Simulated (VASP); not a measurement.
A convergence study with VASP on SiO2 (rutile): one setting is varied, all else stays as given below, so the limit is that of these other settings. Each run relaxes cell and ions from the cell shown.

```
O2Si
1.0
    4.18000     0.00000     0.00000
    0.00000     4.18000     0.00000
    0.00000     0.00000     2.67000
Si O
2 4
Direct
  0.00000   0.00000   0.00000
  0.50000   0.50000   0.50000
  0.30600   0.30600   0.00000
  0.80600   0.19400   0.50000
  0.19400   0.80600   0.50000
  0.69400   0.69400   0.00000
```

Computed with LDA (Ceperley-Alder, Perdew-Zunger), VASP's LDA PAW potentials (set 64) (plane waves; VASP 6.6.1). The tightest run used: 700 eV cut-off, 8×8×12 Γ-centred mesh, Gaussian smearing of 0.050 eV, potentials Si O.

Gaps are read on the run's mesh, which can miss a band edge.

Q: The settings run are 1×1×2 mesh; 2×2×3 mesh; 3×3×4 mesh; 3×3×5 mesh; 4×4×6 mesh; 5×5×8 mesh; 6×6×9 mesh; 7×7×10 mesh; 7×7×11 mesh; 8×8×12 mesh. From which on does the relaxed volume stay within 0.05 Å³/atom of the tightest run?

A: From 2×2×3 mesh on: it is off by 0.004 there and by no more than 0.05 in any finer run, while 1×1×2 mesh is off by 0.225.
```tsv
setting	relaxed volume (Å³/atom)	E (eV/atom)	gap on the mesh (eV)	irreducible k-points	difference judged (Å³/atom)
1×1×2 mesh	7.443	-8.6914	6.070	2	0.225
2×2×3 mesh	7.664	-8.6494	5.759	6	0.004
3×3×4 mesh	7.666	-8.6659	5.779	9	0.002
3×3×5 mesh	7.667	-8.6678	5.783	9	0.001
4×4×6 mesh	7.668	-8.6683	5.782	24	0.000
5×5×8 mesh	7.668	-8.6684	5.782	30	0.000
6×6×9 mesh	7.668	-8.6684	5.782	50	0.000
7×7×10 mesh	7.668	-8.6684	5.782	60	0.000
7×7×11 mesh	7.668	-8.6684	5.782	60	0.000
8×8×12 mesh	7.668	-8.6684	5.782	105	0.000
```

Left out are rungs that failed or repeat a setting and relaxations that didn't move; long series are thinned to 24 rows.

The compound is SiO2 in the rutile structure, stishovite, a high-pressure form.
